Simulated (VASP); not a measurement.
VASP ran on this input.

### POSCAR
```
ZrWC2
1.0
  1.5838391058   0.9144295946   5.1938320137
 -1.5838391058   0.9144295946   5.1938320137
  0.0000000000  -1.8288601673   5.1938320117
Zr W C
1 1 2
Direct
  0.0000000000   0.0000000000   0.0000000000
  0.5000000000   0.5000000000   0.5000000000
  0.2439104841   0.2439104841   0.2439104841
  0.7560895159   0.7560895159   0.7560895159
```

INCAR:
```
SYSTEM = ZrWC2
PREC = Accurate
ENCUT = 520
EDIFF = 1E-6
NELM = 100
ALGO = Normal
LREAL = .FALSE.
LASPH = .TRUE.
ISMEAR = 1
SIGMA = 0.1
GGA = PS
LMAXMIX = 6
LWAVE = .FALSE.
LCHARG = .FALSE.
IBRION = 2
ISIF = 3
NSW = 60
EDIFFG = -0.02
```

### KPOINTS
```
Automatic
0
G
  10 10 10
0 0 0
```

POTCAR, in this order: Zr_sv W_sv C (PBE.64 set). Program: vasp_std.

**Question.** Translate this PBEsol calculation to Ansatz.

**Answer.** One equivalent input (not run):
Ansatz 0.2 input:
```yaml
crystal:
  lattice:
    - [1.5838391, 0.9144296, 5.1938320]
    - [-1.5838391, 0.9144296, 5.1938320]
    - [0.0000000, -1.8288602, 5.1938320]
  atoms:
    - { symbol: Zr, position: [0.0000000, 0.0000000, 0.0000000] }
    - { symbol: W, position: [0.5000000, 0.5000000, 0.5000000] }
    - { symbol: C, position: [0.2439105, 0.2439105, 0.2439105] }
    - { symbol: C, position: [0.7560895, 0.7560895, 0.7560895] }
kpoints:
  mp_grid: { grid: [10, 10, 10] }
hamiltonian:
  xc: pbesol
  pseudopotentials: { kind: paw }
scf:
  occupations: { method: methfessel_paxton, width: 0.1 }
  max_iter: 100
relax:
  max_steps: 60
  f_tol: 0.02
  cell: {}
output: { forces: true, stress: true, eigenvalues: true }
```
The two are equivalent in intent, not identical: each code has its own PAW files, so the cut-off isn't converted (ENCUT is set for VASP's; basis.ecutwfc is left out, and Ansatz then takes the one that its files recommend); Ansatz stops its SCF on the density residual and VASP on the energy change (EDIFF).

The structure comes from a computed database's ZrWC2 entry (R-3m); how it stands against other phases isn't given here. This run relaxes it. Symmetry was kept, so distortions that lower it aren't found. The start is the result of an earlier pass.
